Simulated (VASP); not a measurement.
VASP input:

INCAR:
```
# general
SYSTEM   =  IrO2
PREC     =  Accurate
ENCUT    =  520   # plane-wave cut-off (eV)
LREAL    =  F
LASPH    =  T   # aspherical one-centre terms

# electronic loop
EDIFF    =  1E-7   # SCF stop (eV)
NELM     =  100
ALGO     =  Normal
LMAXMIX  =  6   # l cut-off of mixed one-centre charges

# smearing
ISMEAR   =  1   # Methfessel-Paxton
SIGMA    =  0.1   # width (eV)

# functional
GGA      =  PE   # PBE

# ions
IBRION   =  2   # conjugate gradients
NSW      =  30   # most ionic steps
ISIF     =  4
EDIFFG   =  -0.01   # ionic stop

# output
LWAVE    =  F
LCHARG   =  F
```

KPOINTS:
```
Automatic
0
G
7 7 10
```

**POSCAR**
```
IrO2
1
    4.4967557719     0.0000000000     0.0000000000
    0.0000000000     4.4967557719     0.0000000000
    0.0000000000     0.0000000000     3.1544932534
Ir O
2 4
Direct
  0.0000000000   0.0000000000   0.0000000000
  0.5000000000   0.5000000000   0.5000000000
  0.3082973773   0.3082973773   0.0000000000
  0.8082973773   0.1917026227   0.5000000000
  0.1917026227   0.8082973773   0.5000000000
  0.6917026227   0.6917026227   0.0000000000
```

POTCAR, in this order: Ir O (PBE.64 set). Program: vasp_std.

Question: Translate this PBE calculation to Quantum ESPRESSO's pw.x.

Answer: One equivalent input (not run):
```
&CONTROL
  calculation = 'vc-relax'
  pseudo_dir = './pseudo'
  outdir = './out'
  tprnfor = .true.
  tstress = .true.
  nstep = 30
  forc_conv_thr = 0.00039
/
&SYSTEM
  ibrav = 0
  nat = 6
  ntyp = 2
  ecutwfc = 84
  occupations = 'smearing'
  smearing = 'methfessel-paxton'
  degauss = 0.00735
  input_dft = 'pbe'
/
&ELECTRONS
  conv_thr = 7.3e-09
  electron_maxstep = 100
/
&IONS
/
&CELL
  cell_dofree = 'shape'
/
ATOMIC_SPECIES
  Ir 192.217 Ir.upf
  O 15.999 O.upf
CELL_PARAMETERS angstrom
     4.4967558    0.0000000    0.0000000
     0.0000000    4.4967558    0.0000000
     0.0000000    0.0000000    3.1544933
ATOMIC_POSITIONS crystal
  Ir   0.0000000  0.0000000  0.0000000
  Ir   0.5000000  0.5000000  0.5000000
  O    0.3082974  0.3082974  0.0000000
  O    0.8082974  0.1917026  0.5000000
  O    0.1917026  0.8082974  0.5000000
  O    0.6917026  0.6917026  0.0000000
K_POINTS automatic
  7 7 10 0 0 0
```
The two are equivalent in intent, not identical: the potentials are each code's own (VASP's PAW set, PseudoDojo norm-conserving files in pw.x), so ENCUT and ecutwfc are chosen apart and not converted; conv_thr bounds pw.x's estimated SCF error, while EDIFF bounds the energy change between steps; forc_conv_thr acts on force components and is met together with etot_conv_thr.

The compound is IrO2 in the rutile structure. This cell is one point of a volume scan, at 0.97 of the reference volume. Symmetry was kept, so distortions that lower it aren't found.
